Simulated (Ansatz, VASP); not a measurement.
# Ga2O3 in two plane-wave programs

Wanted: the spread between two codes on one cell, functional and k mesh. The cell is taken from a series of runs on this material, whose earlier steps may have relaxed, scaled, displaced or heated it; both programs get it as it stands.

Program: Ansatz 0.2.0. Level of theory: plane waves, with VASP 6.6.1 beside it; PBE. Results are calculated unless marked as measured.

## 1. Starting point

Symmetry: R-3c, No. 167, trigonal system. Conventional cell: a = 5.058 Å, b = 5.058 Å, c = 13.622 Å, α = 90.00°, β = 90.00°, γ = 120.00°. Ga has 6 O at 1.95 to 2.10 Å nearest. O has 4 Ga at 1.95 to 2.10 Å nearest. Farther neighbours and most contacts between anions are not listed.

## 2. VASP: single point, PBE

With cell and atoms fixed, the geometry can't cause a difference; cores, projectors, grids and the points listed under the comparison can.

Lines of VASP's logs that name or quote its potential files are left out, and so is its time.

INCAR reads:

```
SYSTEM = Ga2O3
PREC = Accurate
ENCUT = 600
EDIFF = 1E-06
NELM = 120
ISMEAR = -1
SIGMA = 0.02
LREAL = .FALSE.
ALGO = Normal
GGA = PE
NBANDS = 54
LORBIT = 11
LWAVE = .FALSE.
LCHARG = .FALSE.
ISIF = 2
LASPH = .TRUE.
GGA_COMPAT = .FALSE.
EFERMI = MIDGAP
KPAR = 2
```

POSCAR reads:

```
Ga2O3
1.0
    2.5288302155      1.4600208056      4.5408320330
   -2.5288302155      1.4600208056      4.5408320330
    0.0000000000     -2.9200416113      4.5408320330
Ga O
4 6
Direct
    0.8558409214      0.8558409214      0.8558409214
    0.6441590786      0.6441590786      0.6441590786
    0.1441590786      0.1441590786      0.1441590786
    0.3558409214      0.3558409214      0.3558409214
    0.7500000000      0.4468771314      0.0531228686
    0.4468771314      0.0531228686      0.7500000000
    0.0531228686      0.7500000000      0.4468771314
    0.2500000000      0.5531228686      0.9468771314
    0.9468771314      0.2500000000      0.5531228686
    0.5531228686      0.9468771314      0.2500000000
```

KPOINTS reads:

```
Automatic mesh
0
Gamma
6 6 6
0 0 0
```

PAW data sets: Ga_d and O (PBE family, release 64).

Started as:

```console
$ mpirun -np 2 vasp_std
```

Numbers of over 12 decimals in the logs are rounded to 6 here.

The log of the run:

```text
[banner, memory and clock lines left out]
running    2 mpi-ranks, on    1 nodes
 distrk:  each k-point on    1 cores,    2 groups
 distr:  one band on    1 cores,    1 groups

 POSCAR found type information on POSCAR GaO
 POSCAR found :  2 types and      10 ions
 LDA part: xc-table for (Slater+PW92), standard interpolation
 POSCAR, INCAR and KPOINTS ok, starting setup
 FFT: planning ... GRIDC
 FFT: planning ... GRID_SOFT
 FFT: planning ... GRID
 WAVECAR not read
 entering main loop
       N       E                     dE             d eps       ncg     rms          rms(c)
DAV:   1     0.128025672680E+04    0.12803E+04   -0.43704E+04  4120   0.331E+03
DAV:   2     0.224542909503E+03   -0.10557E+04   -0.99655E+03  3512   0.880E+02
DAV:   3    -0.450342333829E+02   -0.26958E+03   -0.26224E+03  4046   0.280E+02
DAV:   4    -0.671015747054E+02   -0.22067E+02   -0.21825E+02  4286   0.854E+01
DAV:   5    -0.679178650455E+02   -0.81629E+00   -0.81425E+00  4570   0.169E+01    0.170E+01
DAV:   6    -0.593255763261E+02    0.85923E+01   -0.30858E+01  6226   0.592E+01    0.475E+00
DAV:   7    -0.594558762461E+02   -0.13030E+00   -0.27661E+00  3884   0.962E+00    0.324E+00
DAV:   8    -0.594366044475E+02    0.19272E-01   -0.48705E-01  5118   0.533E+00    0.125E+00
DAV:   9    -0.594071439531E+02    0.29460E-01   -0.17623E-01  5494   0.458E+00    0.205E-01
DAV:  10    -0.594080297527E+02   -0.88580E-03   -0.11843E-02  4998   0.104E+00    0.552E-02
DAV:  11    -0.594081767074E+02   -0.14695E-03   -0.15034E-03  4174   0.430E-01    0.230E-02
DAV:  12    -0.594081929598E+02   -0.16252E-04   -0.22630E-04  4322   0.138E-01    0.133E-02
DAV:  13    -0.594081948131E+02   -0.18533E-05   -0.27546E-05  4630   0.310E-02    0.476E-03
DAV:  14    -0.594081943578E+02    0.45530E-06   -0.26048E-06  3432   0.976E-03
   1 F= -.59408194E+02 E0= -.59408194E+02  d E =0.000000E+00
```

OUTCAR, selected parts (step 2):

```text
ion  position               nearest neighbor table
   1  0.856  0.856  0.856-   9 1.95  10 1.95   8 1.95   5 2.10   7 2.10   6 2.10   2 2.88
   2  0.644  0.644  0.644-   8 1.95  10 1.95   9 1.95   7 2.10   5 2.10   6 2.10   1 2.88
   3  0.144  0.144  0.144-   7 1.95   6 1.95   5 1.95   8 2.10   9 2.10  10 2.10   4 2.88
   4  0.356  0.356  0.356-   5 1.95   6 1.95   7 1.95   9 2.10   8 2.10  10 2.10   3 2.88
   5  0.750  0.447  0.053-   4 1.95   3 1.95   1 2.10   2 2.10
   6  0.447  0.053  0.750-   3 1.95   4 1.95   1 2.10   2 2.10
   7  0.053  0.750  0.447-   3 1.95   4 1.95   2 2.10   1 2.10
   8  0.250  0.553  0.947-   2 1.95   1 1.95   3 2.10   4 2.10
   9  0.947  0.250  0.553-   1 1.95   2 1.95   4 2.10   3 2.10
  10  0.553  0.947  0.250-   1 1.95   2 1.95   3 2.10   4 2.10

  LATTYP: Found a trigonal (rhomboedric) cell.
 ALAT       =     5.3986848920
 COS(alpha) =     0.5611729598

 Subroutine GETGRP returns: Found 12 space group operations
 (whereof  6 operations were pure point group operations)

The static configuration has the point symmetry S_6 .
 The point group associated with its full space group is D_3d.

 Found     32 irreducible k-points:

   k-points           NKPTS =     32   k-points in BZ     NKDIM =     32   number of bands    NBANDS=     54

   dimension x,y,z NGX =    48 NGY =   48 NGZ =   48
   dimension x,y,z NGXF=    96 NGYF=   96 NGZF=   96

   ENCUT  =  600.0 eV  44.10 Ry    6.64 a.u.  10.78 10.78 10.78*2*pi/ulx,y,z

   NELECT =      88.0000    total number of electrons

 k-points in reciprocal lattice and weights: Automatic mesh
   0.00000000  0.00000000  0.00000000       0.005
   0.16666667 -0.00000000 -0.00000000       0.028
   0.33333333 -0.00000000  0.00000000       0.028
   0.50000000 -0.00000000  0.00000000       0.014
   0.16666667  0.16666667  0.00000000       0.028
   0.33333333  0.16666667  0.00000000       0.056
   0.50000000  0.16666667 -0.00000000       0.056
  -0.33333333  0.16666667 -0.00000000       0.056
  -0.16666667  0.16666667  0.00000000       0.028
[...]
-0.33333333  0.50000000  0.33333333       0.028
   0.50000000  0.50000000  0.50000000       0.005

 average (electrostatic) potential at core
       1 -64.0201       2 -64.0201       3 -64.0201       4 -64.0201       5 -69.4696
       6 -69.4696       7 -69.4696       8 -69.4696       9 -69.4696      10 -69.4696

 E-fermi :   5.3010

 k-point     1 :       0.0000    0.0000    0.0000
  band No.  band energies     occupation
    ...
     40       3.7859      2.00000
     41       3.7859      2.00000
     42       3.7935      2.00000
     43       3.8714      2.00000
     44       3.8714      2.00000
     45       6.4976      0.00000
     46      10.4090      0.00000
     47      10.6578      0.00000
     48      12.6097      0.00000
     49      13.9514      0.00000
    ...

 k-point     2 :       0.1667   -0.0000   -0.0000
  band No.  band energies     occupation
    ...
     40       3.5694      2.00000
     41       3.5831      2.00000
     42       3.6644      2.00000
     43       3.9314      2.00000
     44       4.0333      2.00000
     45       7.3696      0.00000
     46      10.3154      0.00000
     47      10.9688      0.00000
     48      12.2611      0.00000
     49      13.0381      0.00000
    ...

 k-point     3 :       0.3333   -0.0000    0.0000
  band No.  band energies     occupation
    ...
     40       3.1537      2.00000
     41       3.4123      2.00000
     42       3.4879      2.00000
     43       3.9212      2.00000
     44       4.0468      2.00000
     45       8.8413      0.00000
     46      10.2052      0.00000
     47      10.8525      0.00000
     48      11.4621      0.00000
     49      13.0613      0.00000
    ...

  Total        0.4712425      0.4712425      0.4029169     -0.0000000     -0.0000000      0.0000000
  in kB        7.5056730      7.5056730      6.4174231     -0.0000000     -0.0000000      0.0000000
  external PRESSURE =       7.1429230 kB  Pullay stress =       0.0000000 kB

  energy-cutoff  :      600.00
  volume of cell :      100.59
      direct lattice vectors                 reciprocal lattice vectors
     2.528830216  1.460020806  4.540832033     0.197719877  0.114153624  0.073407986
    -2.528830216  1.460020806  4.540832033    -0.197719877  0.114153624  0.073407986
     0.000000000 -2.920041611  4.540832033     0.000000000 -0.228307249  0.073407986

 POSITION                                       TOTAL-FORCE (eV/Angst)
 -----------------------------------------------------------------------------------
      0.00000     -0.00000     11.65869         0.000000     -0.000000      0.012149
      0.00000     -0.00000      8.77505         0.000000      0.000000     -0.012149
      0.00000     -0.00000      1.96381         0.000000      0.000000     -0.012149
      0.00000     -0.00000      4.84744         0.000000     -0.000000      0.012149
      0.76655      1.59234      5.67604        -0.000025      0.000044     -0.000000
      0.99574     -1.46002      5.67604         0.000051      0.000000     -0.000000
     -1.76228     -0.13232      5.67604        -0.000025     -0.000044     -0.000000
     -0.76655     -1.59234      7.94646         0.000025     -0.000044     -0.000000
      1.76228      0.13232      7.94646         0.000025      0.000044     -0.000000
     -0.99574      1.46002      7.94646        -0.000051      0.000000     -0.000000
 -----------------------------------------------------------------------------------
    total drift:                               -0.000000      0.000000      0.000000

  FREE ENERGIE OF THE ION-ELECTRON SYSTEM (eV)
  ---------------------------------------------------
  free  energy   TOTEN  =       -59.4081943578 eV

  energy  without entropy=      -59.4081943578  energy(sigma->0) =      -59.40819436

 total charge
# of ion       s       p       d       tot
------------------------------------------
    1        0.666   0.696  10.223  11.585
    2        0.666   0.696  10.223  11.585
    3        0.666   0.696  10.223  11.585
    4        0.666   0.696  10.223  11.585
    5        1.555   3.493   0.000   5.048
    6        1.555   3.493   0.000   5.048
    7        1.555   3.493   0.000   5.048
    8        1.555   3.493   0.000   5.048
    9        1.555   3.493   0.000   5.048
   10        1.555   3.493   0.000   5.048
--------------------------------------------------
tot         11.994  23.743  40.891  76.628

[... 3 further parts left out ...]
```

The run ends at a pressure of 0.71 GPa, with forces up to 0.012 eV/Å.

## 3. Ansatz: single point, PBE

Ansatz runs on its default PAW (the set named soft_2) files.

The same cell, functional, mesh and smearing now go to Ansatz, which takes its cutoff from its data sets.

input.yaml reads:

```yaml
crystal:
  lattice:
    - [2.5288302155, 1.4600208056, 4.540832033]
    - [-2.5288302155, 1.4600208056, 4.540832033]
    - [0.0, -2.9200416113, 4.540832033]
  atoms:
    - { symbol: Ga, position: [0.8558409214, 0.8558409214, 0.8558409214] }
    - { symbol: Ga, position: [0.6441590786, 0.6441590786, 0.6441590786] }
    - { symbol: Ga, position: [0.1441590786, 0.1441590786, 0.1441590786] }
    - { symbol: Ga, position: [0.3558409214, 0.3558409214, 0.3558409214] }
    - { symbol: O, position: [0.75, 0.4468771314, 0.0531228686] }
    - { symbol: O, position: [0.4468771314, 0.0531228686, 0.75] }
    - { symbol: O, position: [0.0531228686, 0.75, 0.4468771314] }
    - { symbol: O, position: [0.25, 0.5531228686, 0.9468771314] }
    - { symbol: O, position: [0.9468771314, 0.25, 0.5531228686] }
    - { symbol: O, position: [0.5531228686, 0.9468771314, 0.25] }
kpoints:
  mp_grid: { grid: [6, 6, 6] }
  band_path:
    path:
      - [[0.0, 0.0, 0.0], [0.5, 0.5, 0.5], [0.76431389, 0.23568611, 0.5]]
      - [[0.5, -0.23568611, 0.23568611], [0.5, 0.0, 0.0], [0.0, 0.0, 0.0], [0.36784305, -0.36784305, 0.0]]
      - [[0.63215695, 0.0, 0.36784305], [0.5, 0.0, 0.5], [0.0, 0.0, 0.0]]
    npoints: 10
hamiltonian:
  xc: pbe
scf:
  occupations: { method: fermi_dirac, width: 0.02 }
  n_extra_bands: 7
output:
  eigenvalues: true
  forces: true
  stress: true
  write_density: true
  write_potential: true
  elf: true
  volumetric_format: npy
```

Started as:

```console
$ ansatz run input.yaml --threads 3 --pin off --max-ram 92160MiB --backend cuda --devices 1 --max-vram 13GiB --events-out ev --progress --plain --runs-dir out
```

The log of the run:

```text
scf.n_extra_bands = 7 over 44 filled bands (N_el = 88.0): the run solves 51 bands
GPUs: using 1 of 1 available (devices: 1).
Engine: ansatz 0.2.0, x86_64-unknown-linux-gnu
Pseudopotentials: kind: paw
Pseudopotential: Ga, paw, valence charge 13, recommended cutoff 420 eV (normal), Ga.paw.azcp
Pseudopotential: O, paw, valence charge 6, recommended cutoff 420 eV (normal), O.paw.azcp
Functional definition: PBE
  parameter kappa = 0.804
  parameter beta = 0.066725
  exchange = pbe_x(kappa = kappa, mu = beta*pi^2/3)
  correlation = pbe_c(beta = beta)
device memory: the entry about to start is reckoned to put 2.7 GiB on a device that reports 27.9 GiB free (of which the cap on the GPU budget leaves the run 13.0 GiB)
GPU FFT provider: cuFFT
GPU libraries: cuBLAS 13.8.2, cuFFT 12.4.0, cuSOLVER 12.3.4
Crystal: 10 atoms, lattice volume = 100.592 Å³
Basis set: ecut = 420 eV, 1929 PW (Γ), exchange–correlation on 80×80×80 points (8 copies of the dense FFT grid, shifted against one another)
Bands: 51, of which v1, the nominal top of the filled ones, is band 44 counted from 1 (43 counted from 0)
Symmetry: 12 space group operations
Space group: R-3c (ITA 167), of the structure as read, at distance tolerance 4.7e-5 Å
k-points: 32 of 216
Non-local potential: Ga, projectors of the file, l = 0: 2, l = 1: 2, l = 2: 3, l = 3: 1
Non-local potential: O, projectors of the file, l = 0: 2, l = 1: 2, l = 2: 1
PAW form: soft (Blöchl's): semilocal exchange-correlation on the pseudo side does not see the compensation charge
PAW one-centre angular grid: Ga, 590 points (default); XC on 64 Gauss nodes
PAW one-centre angular grid: O, 110 points (default); XC on 64 Gauss nodes
Initial density: superposition of atomic densities (neutral atoms: chi_scale 0, normalization atom), corrected by the library's trained network
Initial wavefunctions: pseudopotential atomic-orbital guess
GPU buffer pool allocated for 64000 grid points (all kernels)
GPU transforms: local potential and band sums: pruned to the plane-wave sphere, on 40×40×40
Functional: x = pbe(κ = 0.804, μ = 0.219515), c = pbe(β = 0.066725)
SCF iter   1: F=—  HF=-18539.813359 eV  |F-HF|=—  |Δ(HF+E_count)|=         —  Δρ=1.05e-3  dr2=2.62e-4  ethr=1.77e-3  ⟨swp⟩=7.2  Hψ=5953  notcnv=0
preconditioner: auto → Resta (q_TF=auto, 2.668 Å⁻¹)  ε∞=5.3  [insulator: Δε(μ)=2.397 eV  Ē_g=16.730 eV  σ=0.020 eV  W_gap=1.00  n_scr=26 (ndim 8)  ℏωp=34.7 eV  f_vac=0.017  D(μ)=0.00/eV (n_scr^D=0)  ε∞_Penn≈5.3]
SCF iter   2: F=—  HF=-18539.813558 eV  |F-HF|=—  |Δ(HF+E_count)|=   1.99e-4  Δρ=5.83e-4  dr2=7.92e-5  ethr=2.97e-7  ⟨swp⟩=2.8  Hψ=3496  notcnv=0  defer=26
SCF iter   3: F=—  HF=-18539.814191 eV  |F-HF|=—  |Δ(HF+E_count)|=   6.33e-4  Δρ=1.64e-4  dr2=1.23e-5  ethr=9.00e-8  ⟨swp⟩=2.0  Hψ=2944  notcnv=0  defer=26
SCF iter   4: F=—  HF=-18539.814186 eV  |F-HF|=—  |Δ(HF+E_count)|=   5.37e-6  Δρ=5.18e-5  dr2=1.39e-6  ethr=1.40e-8  ⟨swp⟩=2.0  Hψ=2815  notcnv=0  defer=26
SCF iter   5: F=—  HF=-18539.814188 eV  |F-HF|=—  |Δ(HF+E_count)|=   2.77e-6  Δρ=2.67e-5  dr2=4.09e-7  ethr=1.58e-9  ⟨swp⟩=2.0  Hψ=2944  notcnv=0  defer=26
SCF iter   6: F=-18539.814188 eV  HF=-18539.814188 eV  |F-HF|=6.17e-8  |Δ(HF+E_count)|=   1.08e-7  Δρ=6.26e-6  dr2=3.54e-8  ethr=1.14e-10  ⟨swp⟩=11.0  Hψ=12774  notcnv=0
SCF 1 converged in 6 iterations: F = -18539.814188 eV  dr2 = 3.54e-8
  greatest PAW one-centre occupation: 0.998 electrons in one spin orbital (limit 2), on the Ga atom at site 2 (counted from 0), in its partial waves of l = 2
device memory: the entry about to start is reckoned to put 2.8 GiB on a device that reports 27.7 GiB free (of which the cap on the GPU budget leaves the run 13.0 GiB)
NSCF: frozen V_eff on 73 k-points
SCF converged after 6 iterations
Free energy (F): -18539.814188 eV
Harris-Foulkes:  -18539.814188 eV  (|F-HF|=6.17e-8)
Internal energy: -18539.814188 eV  (E = F + TS)
E sigma→0 (E₀):  -18539.814188 eV
Fermi energy:    9.816412 eV
--- Per-component energies (eV) ---
  E_band       = -38.835293
  E_kinetic    = 1517.074904
  E_local      = -8663.672685  (includes V_loc(G=0)·N_el)
  E_nonlocal   = 2022.691579
  E_hartree    = 3902.290085
  E_xc         = -711.187625
  E_vxc        = -788.850843  (∫ρ·V_xc dr)
  E_paw        = -8946.016768  (= ΣΔE_a)
  E_vpaw       = -1930.669945  (= ΣTr[D̂ρ^β])
  E_aug_tail   = 0.014255  (compensation charges beyond the density's cutoff)
  E_ewald      = -7661.007934
  E_smearing   = -0.000000  (= −TS)
  E_closure    = -0.000000  (closes the sum)
  Σ components = -18539.814188   (vs F -18539.814188, Δ=0.00e0)
--- Forces (eV/Å), atoms counted from 1 ---
  atom   1  Ga    -0.00000000    -0.00000000     0.00059452
  atom   2  Ga    -0.00000000     0.00000000    -0.00059452
  atom   3  Ga     0.00000000     0.00000000    -0.00059452
  atom   4  Ga     0.00000000    -0.00000000     0.00059452
  atom   5  O      0.00028839    -0.00049951    -0.00000000
  atom   6  O     -0.00057678    -0.00000000     0.00000000
  atom   7  O      0.00028839     0.00049951     0.00000000
  atom   8  O     -0.00028839     0.00049951     0.00000000
  atom   9  O     -0.00028839    -0.00049951    -0.00000000
  atom  10  O      0.00057678     0.00000000    -0.00000000
  max |Σ_I F_I| component: 1.51e-17 eV/Å
--- Stress (GPa, compression-positive) ---
        0.014437       0.000000      -0.000000
        0.000000       0.014437      -0.000000
       -0.000000      -0.000000       0.022722
  P = ⅓ Tr σ = 0.0172 GPa (0.172 kbar)
--- Band table (eV; the first three rows and the last of 32) ---
  k-point 0: bands = [... 40 lower, 8.2793, 8.2868, 8.3644, 8.3644, 10.9981, 14.9153, 15.1674, 17.1132, ... 3 higher]
  k-point 1: bands = [... 40 lower, 8.0763, 8.1578, 8.4241, 8.5256, 11.8689, 14.8216, 15.4766, 16.7643, ... 3 higher]
  k-point 2: bands = [... 40 lower, 7.9051, 7.9814, 8.4137, 8.5391, 13.3405, 14.7115, 15.3578, 15.9643, ... 3 higher]
  k-point 31: bands = [... 40 lower, 8.3047, 8.3047, 8.3047, 8.3047, 14.0801, 14.0801, 16.0875, 16.0875, ... 3 higher]
```

## 4. Differences

Known differences besides the potentials themselves: the cutoff is 420 eV in Ansatz and 600 eV in VASP. Total energies have different zeros and are not compared.

The two programs side by side:

| quantity | Ansatz | VASP | difference |
| --- | --- | --- | --- |
| pressure (GPa) | 0.02 | 0.71 | -0.70 |
| gap on the k mesh (eV) | 2.401 | 2.393 | +0.008 |

The largest component of a force difference here is 12 meV/Å. A gap on the mesh is an upper bound, since the band edges may lie between its points.

## 5. What came out

* difference in gap on the k mesh (single point, PBE): 0.0080 eV
* difference in pressure (single point, PBE): -0.70 GPa

The difference in pressure is -0.70 GPa (single point, PBE), within the 1 GPa picked in this series as the mark of a large difference. Such differences can come from data sets, numerical settings and the points named under the comparisons, not from the functional's error against experiment.

[Lines on the potential files, build, host, timing and source positions are cut from VASP's logs without a mark.]

[Logs are printed without paths, hosts, clocks, repeated set-up lines and the standing remarks that a program may print on its own settings, such as how far it seeks lower states.]

[Hosts, paths, dates, database ids (printed as entryN), source tags and the programs' standing remarks are cut or masked in the printed files.]
